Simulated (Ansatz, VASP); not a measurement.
AgRh in VASP and in Ansatz

```
Ag Rh
1.0
     2.77759    0.00000    0.00000
    -1.38879    2.40546    0.00000
     0.00000    0.00000    4.80860
Ag Rh
1 1
Direct
  0.00000 0.00000 0.50000
  0.66667 0.33333 0.00000
```

The cell comes from a database or a generator and needn't be the stable form of this composition.

Alike in both runs: task single point; functional PBE; k mesh 11 × 11 × 6; occupations fermi-dirac, width 0.1 eV; no spin polarisation.

|  | VASP | Ansatz |
| --- | --- | --- |
| version | VASP 6.6.1 | Ansatz 0.2.0 |
| potentials or method | VASP PAW PBE potentials, release 64 (Ag, Rh_pv) | plane waves, PAW |
| plane-wave cutoff (eV) | 520 | 420 |
| valence electrons in the cell | 26 | 36 |

|  | VASP | Ansatz | Ansatz less VASP |
| --- | --- | --- | --- |
| gap on the k mesh at the Fermi level (eV) | none | none | - |
| pressure (GPa) | -2.2 | -2.1 | +0.10 |
| largest component of the traceless stress (GPa) | 0.59 | 0.62 | +0.035 |

A gap of «none» marks a metal or a gap that the smearing closes. The two sets of potentials don't hold the same shells in valence.
